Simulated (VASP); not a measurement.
A convergence study with VASP on TiCo (CsCl type): one setting is varied, all else stays as given below, so the limit is that of these other settings. Each run relaxes cell and ions; the cell shown is the tightest run's result. The basis is that of the starting cell, so low cut-offs carry a Pulay error.

```
CoTi
1.0
    2.96852     0.00000     0.00000
    0.00000     2.96852     0.00000
    0.00000     0.00000     2.96852
Ti Co
1 1
Direct
  0.00000   0.00000   0.00000
  0.50000   0.50000   0.50000
```

These are PBE GGA, VASP's PBE PAW potentials (set 64) (plane waves; VASP) values and carry that method's errors. The tightest run used: 700 eV cut-off, 10×10×10 Γ-centred mesh, first-order Methfessel-Paxton smearing of 0.10 eV, potentials Ti_sv Co.

The reference is ENCUT = 700, which took about 70 core-seconds. Costs are core time on shared hosts, one run each; read them as rough ratios.

### Question
Of the settings ENCUT = 200; ENCUT = 250; ENCUT = 300; ENCUT = 350; ENCUT = 400; ENCUT = 450; ENCUT = 500; ENCUT = 550; ENCUT = 600; ENCUT = 650; ENCUT = 700, which is the lowest that keeps the difference from the reference in relaxed volume (Å³/atom) within 0.02 from there on, and what does it cost?

### Answer
ENCUT = 450; its cost over the reference is within a factor of 2.
```json
[
 {"setting": "ENCUT = 200", "difference in relaxed volume (Å³/atom)": "1.787", "cost over the reference": "within a factor of 2"},
 {"setting": "ENCUT = 250", "difference in relaxed volume (Å³/atom)": "0.332", "cost over the reference": "about 1/2"},
 {"setting": "ENCUT = 300", "difference in relaxed volume (Å³/atom)": "0.005", "cost over the reference": "about 1/2"},
 {"setting": "ENCUT = 350", "difference in relaxed volume (Å³/atom)": "0.052", "cost over the reference": "about 1/2"},
 {"setting": "ENCUT = 400", "difference in relaxed volume (Å³/atom)": "0.050", "cost over the reference": "within a factor of 2"},
 {"setting": "ENCUT = 450", "difference in relaxed volume (Å³/atom)": "0.016", "cost over the reference": "within a factor of 2"},
 {"setting": "ENCUT = 500", "difference in relaxed volume (Å³/atom)": "0.000", "cost over the reference": "within a factor of 2"},
 {"setting": "ENCUT = 550", "difference in relaxed volume (Å³/atom)": "0.000", "cost over the reference": "within a factor of 2"},
 {"setting": "ENCUT = 600", "difference in relaxed volume (Å³/atom)": "0.003", "cost over the reference": "within a factor of 2"},
 {"setting": "ENCUT = 650", "difference in relaxed volume (Å³/atom)": "0.002", "cost over the reference": "within a factor of 2"},
 {"setting": "ENCUT = 700", "difference in relaxed volume (Å³/atom)": "0.000", "cost over the reference": "reference"}
]
```

Left out are rungs that failed or repeat a setting and relaxations that didn't move; long series are thinned to 24 rows.

The compound is TiCo in the CsCl type structure. The run is not spin-polarised, so no magnetic state was tried. The electron count is odd and the run is not spin-polarised, which forces a metal.
